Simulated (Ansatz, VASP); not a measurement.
## KNi: VASP beside Ansatz

```
K Ni
1.0
     3.66048    3.66048    0.00000
    -3.66048    3.66048    0.00000
     0.00000    0.00000    3.47889
K Ni
2 2
Direct
  0.00000 0.00000 0.00000
  0.50000 0.50000 0.00000
  0.50000 0.00000 0.50000
  0.00000 0.50000 0.50000
```

The cell was built by a generator and needn't be a form met in nature.

Alike in both runs: task single point; functional PBEsol; k mesh 4 × 4 × 6; occupations fermi-dirac, width 0.05 eV; collinear spin, ferrimagnetic start; Hubbard terms Ni d U = 5 eV.

|  | VASP | Ansatz |
| --- | --- | --- |
| version | VASP 6.6.1 | Ansatz 0.2.0 |
| potentials or method | VASP PAW PBE potentials, release 64 (K_sv, Ni) | Ansatz PAW |
| plane-wave cutoff (eV) | 520 | 420 |
| valence electrons in the cell | 38 | 54 |

VASP gave:

| Property | Result |
| --- | --- |
| gap on the k mesh at the Fermi level (eV) | none |
| pressure (GPa) | 5.7 |
| largest component of the traceless stress (GPa) | 0.91 |
| net moment per atom (μB) | 0.00 |
| size of the moment on the site where the two differ most (μB) | 0.99 |

Question: What did Ansatz give for the same quantities?

Answer: gap on the k mesh at the Fermi level (eV): none; pressure (GPa): 5.9; largest component of the traceless stress (GPa): 0.99; net moment per atom (μB): 0.00; size of the moment on the site where the two differ most (μB): 1.00.

Site moments also hang on the region over which each program counts them. The programs project onto different local orbitals, so the same U acts differently. A gap of «none» marks a metal or a gap that the smearing closes. The two sets of potentials don't hold the same shells in valence.

Caveats: the U is typed as a test and isn't derived for this compound; the PAW data sets were made with another functional, which shifts forces and pressure a little (VASP); the magnetic or orbital state may not be the lowest (Ansatz); the PAW data sets come from PBE, with cores solved anew for the run's functional, which leaves a small shift of forces and pressure (Ansatz). The state reached can hang on the start; a lower one may exist.
